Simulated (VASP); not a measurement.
A VASP calculation is set up with these files.

**POSCAR**
```
Li2O
1
    0.0000000000     2.3407186263     2.3407186263
    2.3407186263     0.0000000000     2.3407186263
    2.3407186263     2.3407186263     0.0000000000
Li O
2 1
Direct
  0.2500000000   0.2500000000   0.2500000000
  0.7500000000   0.7500000000   0.7500000000
  0.0000000000   0.0000000000   0.0000000000
```

File KPOINTS:
```
Automatic mesh
0
Gamma
9 9 9
0 0 0
```

### INCAR
```
ALGO=Normal
EDIFF=1E-7
ENCUT=520
GGA=RE
ISIF=2
ISMEAR=-5
LASPH=.True.
LCHARG=.True.
LEFG=.True.
LORBIT=11
LREAL=.False.
LWAVE=.False.
NEDOS=601
NELM=100
PREC=Accurate
SYSTEM=Li2O
```

POTCAR, in this order: Li_sv O (PBE.64 set). Program: vasp_std.

Task: Translate this revPBE calculation to Quantum ESPRESSO's pw.x.

Result: One equivalent input (not run):
```
&CONTROL
  calculation = 'scf'
  pseudo_dir = './pseudo'
  outdir = './out'
  tprnfor = .true.
  tstress = .true.
/
&SYSTEM
  ibrav = 0
  nat = 3
  ntyp = 2
  ecutwfc = 84
  occupations = 'tetrahedra'
  input_dft = 'revpbe'
/
&ELECTRONS
  conv_thr = 7.3e-09
  electron_maxstep = 100
/
ATOMIC_SPECIES
  Li 6.940 Li.upf
  O 15.999 O.upf
CELL_PARAMETERS angstrom
     0.0000000    2.3407186    2.3407186
     2.3407186    0.0000000    2.3407186
     2.3407186    2.3407186    0.0000000
ATOMIC_POSITIONS crystal
  Li   0.2500000  0.2500000  0.2500000
  Li   0.7500000  0.7500000  0.7500000
  O    0.0000000  0.0000000  0.0000000
K_POINTS automatic
  9 9 9 0 0 0
```
The two are equivalent in intent, not identical: the potentials are each code's own (VASP's PAW set, PseudoDojo norm-conserving files in pw.x), so ENCUT and ecutwfc are chosen apart and not converted; conv_thr bounds pw.x's estimated SCF error, while EDIFF bounds the energy change between steps; the field gradients of LEFG aren't asked of the other code.

The compound is Li2O in the antifluorite structure. It was relaxed first.
